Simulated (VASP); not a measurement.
Here is the system:

```yaml
crystal:
  lattice:
    - [1.54107, -2.66921, 0.00000]
    - [1.54107, 2.66921, 0.00000]
    - [0.00000, 0.00000, 3.50313]
  atoms:
    - { symbol: Mg, position: [0.00000, 0.00000, 0.00000] }
    - { symbol: B, position: [0.33333, 0.66667, 0.50000] }
    - { symbol: B, position: [0.66667, 0.33333, 0.50000] }
```

Calculation: PBE GGA, VASP's PBE PAW potentials (set 64) (plane waves; VASP). Run with 600 eV cut-off, 10×10×8 Γ-centred mesh, first-order Methfessel-Paxton smearing of 0.10 eV, potentials Mg B.

Problem. What does the run give for the energy per atom (σ→0), band gap (on the k-mesh) with the smallest direct gap where there is one?

Solution. 
```json
{
 "band gap (on the k-mesh)": "none (metal, semimetal or under 0.01 eV)",
 "energy per atom (σ→0)": "-5.108 eV/atom"
}
```

The compound is MgB2 in the AlB2 type structure. It was relaxed first.
